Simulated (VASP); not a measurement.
The system is MgGe2.

```
CELL_PARAMETERS angstrom
0.00000 3.67088 3.67088
3.67088 0.00000 3.67088
3.67088 3.67088 0.00000
ATOMIC_POSITIONS crystal
Mg 0.50000 0.50000 0.50000
Mg 0.75000 0.75000 0.75000
Ge 0.12500 0.12500 0.12500
Ge 0.62500 0.12500 0.12500
Ge 0.12500 0.12500 0.62500
Ge 0.12500 0.62500 0.12500
```

The cell was built by a generator and needn't be a form met in nature.

The cell isn't the ideal one: species swapped into the Be2Ag type (Fd-3m, No. 227).

| Property | Result |
| --- | --- |
| Program | VASP 6.6.1 |
| Task | relaxation of cell and atoms |
| Functional | PBE |
| Potentials or basis | VASP PAW PBE potentials, release 64 (Mg, Ge_d) |
| Cutoff | 600 eV |
| k mesh | 4 × 4 × 4 |
| Occupations | gaussian, width 0.1 eV |
| Spin | no spin polarisation |

At the start: pressure 19.3 GPa; volume 16.49 Å³/atom.

How do energy, volume and symmetry change on relaxing?

Over 3 steps the energy falls by 237.5 meV/atom and the volume is 21.31 Å³/atom (+29.3 %); space group Fd-3m (No. 227, to 0.05 Å).

Step by step:
```tsv
step	energy change (eV)	largest force (eV/Å)	pressure (GPa)	volume (Å³)
1	0.0000	0.0000	19.30	98.93
2	-1.4193	0.0000	-0.70	130.19
3	-1.4248	0.0000	0.09	127.88
```

Final structure:
```cif
data_structure
_symmetry_space_group_name_H-M 'P 1'
_symmetry_Int_Tables_number 1
_cell_length_a 5.6551
_cell_length_b 5.6551
_cell_length_c 5.6551
_cell_angle_alpha 60.000
_cell_angle_beta 60.000
_cell_angle_gamma 60.000
_cell_volume 127.88
loop_
_atom_site_label
_atom_site_type_symbol
_atom_site_fract_x
_atom_site_fract_y
_atom_site_fract_z
_atom_site_occupancy
Mg1 Mg 0.50000 0.50000 0.50000 1
Mg2 Mg 0.75000 0.75000 0.75000 1
Ge1 Ge 0.12500 0.12500 0.12500 1
Ge2 Ge 0.62500 0.12500 0.12500 1
Ge3 Ge 0.12500 0.12500 0.62500 1
Ge4 Ge 0.12500 0.62500 0.12500 1
```

Caveat: the k mesh is coarse (spacing up to 0.37 Å⁻¹), so the values aren't converged; the volume moved by over 15 % at a fixed basis, so the end points are rough.
